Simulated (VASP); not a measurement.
**Ta8H2CN8: single point with PBE+D3(BJ)**

Ta8H2CN8, a slab with vacuum:

```
CELL_PARAMETERS angstrom
5.87988 0.00000 0.00000
-2.93994 5.09213 0.00000
0.00000 0.00000 19.33526
ATOMIC_POSITIONS crystal
Ta 0.99993 0.00006 0.10871
Ta 0.99967 0.00047 0.27544
Ta 0.99919 0.49930 0.10868
Ta 0.99726 0.49922 0.27640
Ta 0.50121 0.00073 0.10863
Ta 0.50141 0.00369 0.27713
Ta 0.49983 0.50050 0.10899
Ta 0.50258 0.49889 0.27513
N 0.33334 0.16667 0.05172
N 0.32621 0.16618 0.20141
N 0.33334 0.66668 0.05172
N 0.33597 0.67007 0.20199
N 0.83333 0.16667 0.05172
N 0.84379 0.16965 0.20189
N 0.83333 0.66668 0.05172
N 0.83348 0.66579 0.20005
C 0.38916 0.79366 0.34083
H 0.29093 0.70907 0.38824
H 0.56773 0.00693 0.36100
```

```yaml
Program: VASP 6.6.1
Task: single point
Functional: PBE
Dispersion: D3(BJ)
Potentials_or_basis: VASP PAW PBE potentials, release 64 (Ta_pv, N, C, H)
Cutoff: 520 eV
k_mesh: 2 × 2 × 1
Occupations: fermi-dirac, width 0.02 eV
Spin: no spin polarisation
```

```json
{
 "Largest force": "21.888 eV/Å",
 "Band gap on the k mesh": "none (metal or under the smearing width)",
 "Dispersion energy per atom": "-0.247 eV"
}
```

Forces in eV/Å, atoms in the order of the input:
```
Ta    0.126   0.092   0.766
Ta    0.075   0.875  -2.852
Ta    0.004   0.139   0.511
Ta   -0.294   0.065  -2.200
Ta   -0.184  -0.175   0.452
Ta   -0.110  11.474 -18.639
Ta    0.087  -0.004   0.370
Ta    0.068  -0.004  -1.825
N    -0.006   0.025   1.744
N    -0.102   0.122  -0.328
N    -0.020   0.031   1.825
N     0.085  -0.181  -0.079
N    -0.013   0.068   1.669
N     0.228   0.065  -0.314
N    -0.003  -0.082   1.595
N     0.003  -0.119   0.019
C    -0.718 -11.095  13.394
H     0.111  -1.075   1.334
H     0.666  -0.222   2.555
```

Levels at points of the mesh, in eV from the Fermi level:
```tsv
k point	band 64	band 65	band 66	band 67	band 68	band 69	band 70	band 71	band 72	band 73
(0.00, 0.00, 0.00)	-0.69	0.14	0.25	0.87	0.87	0.97	1.17	1.25	1.86	2.04
(0.50, 0.00, 0.00)	-0.71	-0.52	-0.45	-0.24	-0.19	0.58	0.76	0.90	1.51	1.61
(0.00, 0.50, 0.00)	-0.58	-0.50	-0.30	-0.24	-0.19	0.61	0.76	0.85	1.63	1.69
(0.50, 0.50, 0.00)	-0.58	-0.53	-0.35	-0.22	-0.15	0.59	0.76	0.94	1.31	1.60
```

It took 13 min on 1 thread of Intel(R) Xeon(R) Platinum 8259CL CPU @ 2.50GHz (Skylake/Cascade Lake) (shared host), peak memory 0.78 GiB.

Caveat: the k mesh is coarse (spacing up to 0.62 Å⁻¹), so the values aren't converged. The run has no spin-orbit coupling, so splittings on Ta are missing.
